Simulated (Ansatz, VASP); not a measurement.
**Cross-check of LaTl between VASP and Ansatz**

Wanted: the spread between two codes on one cell, functional and k mesh. The cell is taken from a series of runs on this material, whose earlier steps may have relaxed, scaled, displaced or heated it; both programs get it as it stands.

Main program and level: Ansatz 0.2.0; plane waves, with VASP 6.6.1 beside it; relaxation of cell and atoms at PBEsol and zone-centre phonons at PBEsol.

### 1. The starting structure

It takes space group Pm-3m (No. 221, cubic). Conventional cell: a = 3.920 Å, b = 3.920 Å, c = 3.920 Å, α = 90.00°, β = 90.00°, γ = 90.00°. Nearest to La lie 8 Tl at 3.39 Å. Nearest to Tl lie 8 La at 3.39 Å. Farther neighbours are not listed.

Structure file:

```cif
data_structure
_symmetry_space_group_name_H-M 'Pm-3m'
_symmetry_Int_Tables_number 221
_cell_length_a 3.9199
_cell_length_b 3.9199
_cell_length_c 3.9199
_cell_angle_alpha 90.000
_cell_angle_beta 90.000
_cell_angle_gamma 90.000
_cell_volume 60.23
loop_
_atom_site_label
_atom_site_type_symbol
_atom_site_symmetry_multiplicity
_atom_site_Wyckoff_symbol
_atom_site_fract_x
_atom_site_fract_y
_atom_site_fract_z
_atom_site_occupancy
La1 La 1 a 0.00000 0.00000 0.00000 1
Tl1 Tl 1 b 0.50000 0.50000 0.50000 1
```

### 2. VASP: relaxation of cell and atoms, PBEsol

The relaxed volume is the usual yardstick between codes: in a stiff, nearly cubic crystal its relative difference is about their pressure difference at one cell divided by the bulk modulus.

Lines of VASP's logs that name or quote its potential files are left out, and so is its time.

Input file INCAR:

```
SYSTEM = LaTl
PREC = Accurate
ENCUT = 500
EDIFF = 1E-07
NELM = 200
ISMEAR = 1
SIGMA = 0.2
LREAL = .FALSE.
ALGO = Normal
GGA = PS
NBANDS = 18
LASPH = .TRUE.
LORBIT = 11
LWAVE = .FALSE.
LCHARG = .FALSE.
ISIF = 3
IBRION = 2
NSW = 80
EDIFFG = -0.005
GGA_COMPAT = .FALSE.
NELMIN = 4
LMAXMIX = 6
KPAR = 2
```

Input file POSCAR:

```
LaTl
1.0
    3.9198880000      0.0000000000      0.0000000000
    0.0000000000      3.9198880000      0.0000000000
    0.0000000000      0.0000000000      3.9198880000
La Tl
1 1
Direct
    0.0000000000      0.0000000000      0.0000000000
    0.5000000000      0.5000000000      0.5000000000
```

Input file KPOINTS:

```
Automatic mesh
0
Gamma
12 12 12
0 0 0
```

PAW data sets: La and Tl_d (PBE family, release 64).

The run is started by

```console
> mpirun -np 2 vasp_std
```

Numbers of over 12 decimals in the logs are rounded to 6 here.

The program printed:

```text
[banner, memory and clock lines left out]
running    2 mpi-ranks, on    1 nodes
 distrk:  each k-point on    1 cores,    2 groups
 distr:  one band on    1 cores,    1 groups

 POSCAR found type information on POSCAR LaTl
 POSCAR found :  2 types and       2 ions
|                                                                             |
|               ----> ADVICE to this user running VASP <----                  |
|                                                                             |
|     You enforced a specific xc type in the INCAR file but a different       |
|     [... a line on the potential file left out ...]
|     I HOPE YOU KNOW WHAT YOU ARE DOING!                                     |
|                                                                             |

 LDA part: xc-table for (Slater+PW92), standard interpolation
 POSCAR, INCAR and KPOINTS ok, starting setup
 FFT: planning ... GRIDC
 FFT: planning ... GRID_SOFT
 FFT: planning ... GRID
 WAVECAR not read
 entering main loop
       N       E                     dE             d eps       ncg     rms          rms(c)
DAV:   1     0.214809420633E+03    0.21481E+03   -0.97556E+03  3136   0.181E+03
DAV:   2     0.121970044484E+02   -0.20261E+03   -0.19094E+03  4218   0.278E+02
DAV:   3    -0.795765084786E+01   -0.20155E+02   -0.18981E+02  4216   0.136E+02
DAV:   4    -0.907876687835E+01   -0.11211E+01   -0.10851E+01  5702   0.221E+01
DAV:   5    -0.911316700991E+01   -0.34400E-01   -0.33196E-01  4176   0.312E+00    0.357E+00
DAV:   6    -0.892758098298E+01    0.18559E+00   -0.59293E-01  4660   0.514E+00    0.232E+00
DAV:   7    -0.890354717622E+01    0.24034E-01   -0.68945E-02  4128   0.196E+00    0.124E+00
DAV:   8    -0.889923035730E+01    0.43168E-02   -0.13649E-02  4744   0.828E-01    0.102E-01
DAV:   9    -0.889961376461E+01   -0.38341E-03   -0.15406E-03  5784   0.296E-01    0.760E-02
DAV:  10    -0.889996362398E+01   -0.34986E-03   -0.12173E-03  3990   0.200E-01    0.535E-02
DAV:  11    -0.890009291720E+01   -0.12929E-03   -0.89566E-04  5840   0.141E-01    0.219E-02
DAV:  12    -0.890011548848E+01   -0.22571E-04   -0.17254E-04  4606   0.686E-02    0.952E-03
DAV:  13    -0.890011652276E+01   -0.10343E-05   -0.14281E-05  5760   0.244E-02    0.579E-03
DAV:  14    -0.890011700894E+01   -0.48617E-06   -0.45144E-06  4334   0.130E-02    0.286E-03
DAV:  15    -0.890011710784E+01   -0.98903E-07   -0.35564E-06  5192   0.966E-03    0.627E-04
DAV:  16    -0.890011710985E+01   -0.20063E-08   -0.12880E-07  3328   0.196E-03
   1 F= -.89001171E+01 E0= -.88999185E+01  d E =-.890012E+01
 curvature:   0.00 expect dE= 0.000E+00 dE for cont linesearch  0.000E+00
 trial: gam= 0.00000 g(F)=  0.000E+00 g(S)=  0.104E-03 ort = 0.000E+00 (trialstep = 0.100E+01)
 search vector abs. value=  0.104E-03
 bond charge predicted
       N       E                     dE             d eps       ncg     rms          rms(c)
DAV:   1    -0.890179715413E+01   -0.16800E-02   -0.37639E-02  4310   0.163E+00    0.221E-01
DAV:   2    -0.890037522226E+01    0.14219E-02   -0.40987E-03  5150   0.621E-01    0.790E-02
DAV:   3    -0.890013811508E+01    0.23711E-03   -0.97026E-04  4582   0.262E-01    0.466E-02
DAV:   4    -0.890013985170E+01   -0.17366E-05   -0.53119E-05  5596   0.604E-02    0.209E-02
DAV:   5    -0.890014263888E+01   -0.27872E-05   -0.98265E-06  5310   0.209E-02    0.388E-03
DAV:   6    -0.890014337807E+01   -0.73919E-06   -0.14857E-06  5618   0.699E-03    0.187E-03
DAV:   7    -0.890014359032E+01   -0.21226E-06   -0.68739E-07  4256   0.479E-03    0.899E-04
DAV:   8    -0.890014375748E+01   -0.16715E-06   -0.44260E-07  5336   0.391E-03    0.370E-04
DAV:   9    -0.890014371214E+01    0.45340E-07   -0.23144E-08  2042   0.127E-03
   2 F= -.89001437E+01 E0= -.88999461E+01  d E =-.266023E-04
 trial-energy change:   -0.000027  1 .order   -0.000027   -0.000104    0.000051
 step:   0.6733(harm=  0.6733)  dis= 0.00000  next Energy=    -8.900152 (dE=-0.351E-04)
 bond charge predicted
       N       E                     dE             d eps       ncg     rms          rms(c)
DAV:   1    -0.890032913497E+01   -0.18538E-03   -0.40238E-03  4272   0.533E-01    0.724E-02
DAV:   2    -0.890017887556E+01    0.15026E-03   -0.43761E-04  5148   0.205E-01    0.258E-02
DAV:   3    -0.890015362425E+01    0.25251E-04   -0.10297E-04  4582   0.855E-02    0.153E-02
DAV:   4    -0.890015264586E+01    0.97839E-06   -0.57423E-06  5638   0.208E-02    0.655E-03
DAV:   5    -0.890015196729E+01    0.67857E-06   -0.10190E-06  5182   0.678E-03    0.124E-03
DAV:   6    -0.890015189635E+01    0.70938E-07   -0.10877E-07  3040   0.224E-03
   3 F= -.89001519E+01 E0= -.88999538E+01  d E =-.347865E-04
 curvature:  -0.34 expect dE=-0.275E-07 dE for cont linesearch -0.275E-07
 trial: gam= 0.00000 g(F)=  0.566E-65 g(S)=  0.816E-07 ort =-0.292E-05 (trialstep = 0.935E+00)
 search vector abs. value=  0.817E-07
 reached required accuracy - stopping structural energy minimisation
```

Parts of OUTCAR (step 2):

```text
ion  position               nearest neighbor table
   1  0.000  0.000  0.000-   2 3.39   2 3.39   2 3.39   2 3.39   2 3.39   2 3.39   2 3.39   2 3.39

  LATTYP: Found a simple cubic cell.
 ALAT       =     3.9198880000

 Subroutine GETGRP returns: Found 48 space group operations
 (whereof 48 operations were pure point group operations)

The static configuration has the point symmetry O_h .

 Found     84 irreducible k-points:

   k-points           NKPTS =     84   k-points in BZ     NKDIM =     84   number of bands    NBANDS=     18

   dimension x,y,z NGX =    30 NGY =   30 NGZ =   30
   dimension x,y,z NGXF=    60 NGYF=   60 NGZF=   60

   ENCUT  =  500.0 eV  36.75 Ry    6.06 a.u.   7.15  7.15  7.15*2*pi/ulx,y,z

   NELECT =      24.0000    total number of electrons

 k-points in reciprocal lattice and weights: Automatic mesh
   0.00000000  0.00000000  0.00000000       0.001
   0.08333333  0.00000000  0.00000000       0.003
   0.16666667  0.00000000  0.00000000       0.003
   0.25000000  0.00000000  0.00000000       0.003
   0.33333333  0.00000000  0.00000000       0.003
   0.41666667  0.00000000  0.00000000       0.003
   0.50000000  0.00000000  0.00000000       0.002
   0.08333333  0.08333333  0.00000000       0.007
   0.16666667  0.08333333  0.00000000       0.014
[...]
0.50000000  0.50000000  0.41666667       0.003
   0.50000000  0.50000000  0.50000000       0.001

 average (electrostatic) potential at core
       1 -96.1979       2 -81.1456

 E-fermi :   8.0549

 k-point     1 :       0.0000    0.0000    0.0000
  band No.  band energies     occupation
    ...
      8      -3.1676      2.00000
      9      -3.1676      2.00000
     10       0.0141      2.00000
     11       7.7802      2.06537
     12       7.7802      2.06537
     13       9.5767     -0.00000
     14       9.5767     -0.00000
     15       9.5767     -0.00000
     16       9.8778     -0.00000
     17       9.8778     -0.00000
    ...

 k-point     2 :       0.0833    0.0000    0.0000
  band No.  band energies     occupation
    ...
      8      -3.1663      2.00000
      9      -3.1663      2.00000
     10       0.1097      2.00000
     11       7.7783      2.06473
     12       7.7931      2.06896
     13       9.4694     -0.00000
     14       9.5449     -0.00000
     15       9.5449     -0.00000
     16       9.8681     -0.00000
     17       9.8824     -0.00000
    ...

 k-point     3 :       0.1667    0.0000    0.0000
  band No.  band energies     occupation
    ...
      8      -3.1626      2.00000
      9      -3.1626      2.00000
     10       0.3829      2.00000
     11       7.5709      2.00329
     12       7.8296      2.06755
     13       9.3124     -0.00000
     14       9.4267     -0.00000
     15       9.4267     -0.00000
     16       9.8400     -0.00000
     17       9.8974     -0.00000
    ...

  Total        0.0010620      0.0010620      0.0010620      0.0000000     -0.0000000      0.0000000
  in kB        0.0283030      0.0283030      0.0283030      0.0000000     -0.0000000      0.0000000
  external PRESSURE =       0.0283030 kB  Pullay stress =       0.0000000 kB

  energy-cutoff  :      500.00
  volume of cell :       60.12
      direct lattice vectors                 reciprocal lattice vectors
     3.917471604 -0.000000000 -0.000000000     0.255266688  0.000000000  0.000000000
    -0.000000000  3.917471604 -0.000000000     0.000000000  0.255266688  0.000000000
    -0.000000000 -0.000000000  3.917471604     0.000000000  0.000000000  0.255266688

 POSITION                                       TOTAL-FORCE (eV/Angst)
 -----------------------------------------------------------------------------------
      0.00000      0.00000      0.00000         0.000000      0.000000      0.000000
      1.95874      1.95874      1.95874        -0.000000     -0.000000      0.000000
 -----------------------------------------------------------------------------------
    total drift:                                0.000000      0.000000      0.000000

  FREE ENERGIE OF THE ION-ELECTRON SYSTEM (eV)
  ---------------------------------------------------
  free  energy   TOTEN  =        -8.9001518964 eV

  energy  without entropy=       -8.8995576552  energy(sigma->0) =       -8.89995382

 reached required accuracy - stopping structural energy minimisation

 total charge
# of ion       s       p       d       f       tot
--------------------------------------------------
    1        2.044   5.603   0.779   0.101   8.527
    2        1.087   0.645   9.605   0.000  11.336
--------------------------------------------------
tot          3.131   6.248  10.384   0.101  19.864

[... 3 further parts left out ...]
```

CONTCAR:

```
LaTl
   1.00000000000000
     3.9174716042429369   -0.0000000000000000   -0.0000000000000000
    -0.0000000000000000    3.9174716042429369   -0.0000000000000000
    -0.0000000000000000   -0.0000000000000000    3.9174716042429369
  La              Tl
     1     1
Direct
     0.0000000000000000    0.0000000000000000    0.0000000000000000
     0.5000000000000000    0.5000000000000000    0.5000000000000000
```

### 3. Ansatz: relaxation of cell and atoms, PBEsol

Ansatz runs on its PAW soft_1 files.

The same cell, functional, mesh and smearing now go to Ansatz, which takes its cutoff from its data sets.

Input file input.yaml:

```yaml
crystal:
  lattice:
    - [3.9198881597, 0.0, 0.0]
    - [0.0, 3.9198881597, 0.0]
    - [0.0, 0.0, 3.9198881597]
  atoms:
    - { symbol: La, position: [0.0, 0.0, 0.0] }
    - { symbol: Tl, position: [0.5, 0.5, 0.5] }
kpoints:
  mp_grid: { grid: [12, 12, 12] }
hamiltonian:
  xc: pbesol
  pseudopotentials: { kind: paw, azcp: { folder: soft_1 }, xc_functional: pbe }
scf:
  occupations: { method: methfessel_paxton, width: 0.2 }
output:
  forces: true
  stress: true
  eigenvalues: true
  write_density: true
  write_potential: true
  elf: true
  volumetric_format: npy
relax:
  adjacent_minimum: "off"
  f_tol: 0.001
  max_steps: 60
  cell: { stress_tol: 0.01 }
```

The run is started by

```console
> ansatz run input.yaml --threads 4 --pin off --max-ram 10240MiB --backend cpu --events-out ev --progress --plain --runs-dir out
```

The program printed:

```text
Engine: ansatz 0.2.0, aarch64-unknown-linux-gnu
Pseudopotentials: kind: paw
Pseudopotential: La, paw, valence charge 11, recommended cutoff 420 eV (normal), soft_1/La.paw.azcp
Pseudopotential: Tl, paw, valence charge 13, recommended cutoff 420 eV (normal), soft_1/Tl.paw.azcp
Functional definition: PBEsol
  exchange = pbesol_x
  correlation = pbesol_c
Crystal: 2 atoms, lattice volume = 60.231 Å³
Basis set: ecut = 420 eV, 1189 PW (Γ), exchange–correlation on 54×54×54 points (8 copies of the dense FFT grid, shifted against one another)
Bands: 16, of which v1, the nominal top of the filled ones, is band 12 counted from 1 (11 counted from 0)
Symmetry: 48 space group operations
Space group: Pm-3m (ITA 221), of the structure as read, at distance tolerance 3.9e-5 Å
k-points: 84 of 1728
Non-local potential: La, projectors of the file, l = 0: 3, l = 1: 2, l = 2: 2, l = 3: 3
Non-local potential: Tl, projectors of the file, l = 0: 2, l = 1: 2, l = 2: 2, l = 3: 1
PAW form: soft (Blöchl's): semilocal exchange-correlation on the pseudo side does not see the compensation charge
PAW frozen core: La, regenerated for the run's functional, and the local potential with it (the file was generated under x = pbe(κ = 0.804, μ = 0.219515), c = pbe(β = 0.066725))
PAW frozen core: Tl, regenerated for the run's functional, and the local potential with it (the file was generated under x = pbe(κ = 0.804, μ = 0.219515), c = pbe(β = 0.066725))
PAW one-centre angular grid: La, 590 points (default); XC on 64 Gauss nodes
PAW one-centre angular grid: Tl, 590 points (default); XC on 64 Gauss nodes
Initial density: superposition of atomic densities (chi_scale 0.1, normalization cell, long waves kept (reshape's long-wave potential 0.00 eV rms))
Initial wavefunctions: pseudopotential atomic-orbital guess
Functional: x = pbesol(κ = 0.804, μ = 0.123457), c = pbesol(β = 0.046)
SCF iter   1: F=—  HF=-17460.675937 eV  |F-HF|=—  |Δ(HF+E_count)|=         —  Δρ=3.90e-2  dr2=1.74e0  ethr=3.10e-3  ⟨swp⟩=3.8  Hψ=5331  notcnv=0
preconditioner: auto → Kerker (q_TF=auto, 2.340 Å⁻¹)  [metal: Δε(μ)=0.009 eV  Ē_g=10.590 eV  σ=0.200 eV  W_gap=0.04  n_scr=18 (ndim 8)  ℏωp=22.4 eV  f_vac=0.000  D(μ)=1.70/eV (n_scr^D=6)]
SCF iter   2: F=—  HF=-17460.181761 eV  |F-HF|=—  |Δ(HF+E_count)|=   4.94e-1  S|Δr|=    0.00e0  Δρ=1.75e-2  dr2=3.59e-1  ethr=3.10e-3  ⟨swp⟩=2.5  Hψ=3020  notcnv=0
SCF iter   3: F=—  HF=-17460.065757 eV  |F-HF|=—  |Δ(HF+E_count)|=   1.16e-1  S|Δr|=    0.00e0  Δρ=5.00e-3  dr2=2.10e-2  ethr=1.49e-3  ⟨swp⟩=2.3  Hψ=2525  notcnv=0
SCF iter   4: F=—  HF=-17460.058270 eV  |F-HF|=—  |Δ(HF+E_count)|=   7.49e-3  S|Δr|=    0.00e0  Δρ=8.94e-4  dr2=3.52e-4  ethr=8.76e-5  ⟨swp⟩=2.1  Hψ=2174  notcnv=0
SCF iter   5: F=—  HF=-17460.058281 eV  |F-HF|=—  |Δ(HF+E_count)|=   1.16e-5  S|Δr|=    0.00e0  Δρ=1.86e-4  dr2=2.27e-5  ethr=1.47e-6  ⟨swp⟩=2.1  Hψ=2147  notcnv=0
SCF iter   6: F=—  HF=-17460.058283 eV  |F-HF|=—  |Δ(HF+E_count)|=   1.83e-6  S|Δr|=    0.00e0  Δρ=3.73e-5  dr2=1.00e-6  ethr=9.47e-8  ⟨swp⟩=2.9  Hψ=2391  notcnv=0
SCF iter   7: F=-17460.058283 eV  HF=-17460.058283 eV  |F-HF|=4.17e-8  |Δ(HF+E_count)|=   8.81e-8  S|Δr|=    0.00e0  Δρ=1.04e-5  dr2=8.57e-8  ethr=4.17e-10  ⟨swp⟩=10.7  Hψ=11077  notcnv=0
SCF 1 converged in 7 iterations: F = -17460.058283 eV  dr2 = 8.57e-8
  Residual-converged pass: ⟨swp⟩=1.0  Hψ=1682  notcnv=0  max |occ|·‖R‖ = 7.1e-9 eV (tolerance 1.0e-8 eV)  dr2=8.57e-8  dr2_onsite=9.76e-9  max |Δocc| = 1.2e-9
  greatest PAW one-centre occupation: 0.971 electrons in one spin orbital (limit 2), on the La atom at site 0 (counted from 0), in its partial waves of l = 0
relax step   1: F+E_penalty+E_count = -17460.05828302 eV  Δ(F+E_penalty+E_count) = +0.000e0 eV  max|allowed force component| = 2.653e-28 eV/Å  Δτ_max = 0.0000 Å  P = -0.019 GPa  Ω = 60.231 Å³  (7 SCF iters, dr2 threshold 1.00e-7 eV, accepted)
[...]
relax step   2: F+E_penalty+E_count = -17460.05828612 eV  Δ(F+E_penalty+E_count) = -3.097e-6 eV  max|allowed force component| = 2.472e-29 eV/Å  Δτ_max = 0.0000 Å  P = +0.005 GPa  Ω = 60.204 Å³  energy of the carried Pulay correction = +1.896e-6 eV  (4 SCF iters, dr2 threshold 8.81e-10 eV, accepted)
[...]
relax step   3: F+E_penalty+E_count = -17460.05828418 eV  Δ(F+E_penalty+E_count) = +1.938e-6 eV  max|allowed force component| = 3.247e-29 eV/Å  Δτ_max = 0.0000 Å  P = +0.005 GPa  Ω = 60.204 Å³  stress off target by 5.42e-3 GPa  SCF on the basis re-selected at this cell (its energy is not comparable with the rows above)  (5 SCF iters)
basis re-selected at this cell: Δ(F+E_penalty+E_count) = +1.938e-6 eV, ΔP = -0.000 GPa vs the last step (what re-selecting the basis moved, of the pressure what is left beyond the Pulay correction that the steps carried, after the strain that the cell walked since its last selection, with what the two solves' SCF thresholds leave and, on support functions, any second-order correction that the steps lacked; it is no m [...]
SCF converged after 5 iterations
Stability not checked: this state was not tested for a lower state beside it, because cold or Methfessel-Paxton smearing, or corrected tetrahedra, fill the levels in a way that the test cannot read (fill_not_monotonic; see scf.lower_state_search)
Free energy (F): -17460.058284 eV
Harris-Foulkes:  -17460.058284 eV  (|F-HF|=3.64e-12)
Internal energy: -17460.057471 eV  (E = F + TS)
E sigma→0 (E₀):  -17460.058081 eV
Entropy (-TS):   -0.000813 eV (-0.407 meV/atom)
Fermi energy:    11.866707 eV
--- Per-component energies (eV) ---
  E_band       = -9.866285
  E_kinetic    = 454.006174
  E_local      = -1100.149620  (includes V_loc(G=0)·N_el)
  E_nonlocal   = 404.449635
  E_hartree    = 408.181898
  E_xc         = -326.404006
  E_vxc        = -268.596049  (∫ρ·V_xc dr)
  E_paw        = -15367.490822  (= ΣΔE_a)
  E_vpaw       = -315.940178  (= ΣTr[D̂ρ^β])
  E_aug_tail   = -0.000043  (compensation charges beyond the density's cutoff)
  E_ewald      = -1932.858056
  E_core_change = 0.207369  (= ΣΔE_core)
  E_smearing   = -0.000813  (= −TS)
  E_closure    = 0.000000  (closes the sum)
  Σ components = -17460.058284   (vs F -17460.058284, Δ=0.00e0)
--- Forces (eV/Å), atoms counted from 1 ---
  atom   1  La     0.00000000     0.00000000     0.00000000
  atom   2  Tl     0.00000000    -0.00000000    -0.00000000
  max |Σ_I F_I| component: 6.97e-29 eV/Å
--- Stress (GPa, compression-positive) ---
        0.005418      -0.000000       0.000000
        0.000000       0.005418      -0.000000
        0.000000      -0.000000       0.005418
  P = ⅓ Tr σ = 0.0054 GPa (0.054 kbar)
--- Band table (eV; the first three rows and the last of 84) ---
  k-point 0: bands = [... 8 lower, 0.6415, 3.8283, 11.5952, 11.5952, 13.2928, 13.2928, 13.2928, 13.5613]
  k-point 1: bands = [... 8 lower, 0.6428, 3.9240, 11.5936, 11.6081, 13.1939, 13.2678, 13.2678, 13.5522]
  k-point 2: bands = [... 8 lower, 0.6466, 4.1976, 11.3857, 11.6448, 13.0489, 13.1728, 13.1728, 13.5259]
  k-point 83: bands = [... 8 lower, 0.8348, 7.1731, 9.3969, 9.3969, 9.3969, 13.5905, 13.5905, 13.5905]
--- Relaxed structure (2 steps of the walk, 2 accepted, 1 SCFs on fresh bases) ---
  F+E_penalty+E_count = -17460.05828418 eV   max|allowed force component| = 3.247e-29 eV/Å   (the final SCF, on the basis selected at the relaxed cell)
  cell:  # Å, volume = 60.2037 Å³
    - [3.919293, 0.0, 0.0]
    - [0.0, 3.919293, 0.0]
    - [0.0, 0.0, 3.919293]
  atoms:
    - { symbol: La, position: [0, 0, 0.0] }
    - { symbol: Tl, position: [0.5, 0.5, 0.5] }
```

### 4. Comparison

Known differences besides the potentials themselves: the cutoff is 420 eV in Ansatz and 500 eV in VASP; Ansatz makes its cores anew for this functional, VASP keeps those of its PBE data sets; Ansatz adds a Pulay correction to the stress that steers its cell, VASP none. Total energies have different zeros and are not compared.

Compared:

```csv
quantity,Ansatz,VASP,difference
volume (Å³),60.20,60.12,+0.14 %
"edge a after relaxation, in the typed setting (Å)",3.919,3.917,+0.05 %
```

(Continued in part 2 of 2.)

[Lines on the potential files, build, host, timing and source positions are cut from VASP's logs without a mark.]

[Logs are printed without paths, hosts, clocks, repeated set-up lines and the standing remarks that a program may print on its own settings, such as how far it seeks lower states.]

[Hosts, paths, dates, database ids (printed as entryN), source tags and the programs' standing remarks are cut or masked in the printed files.]
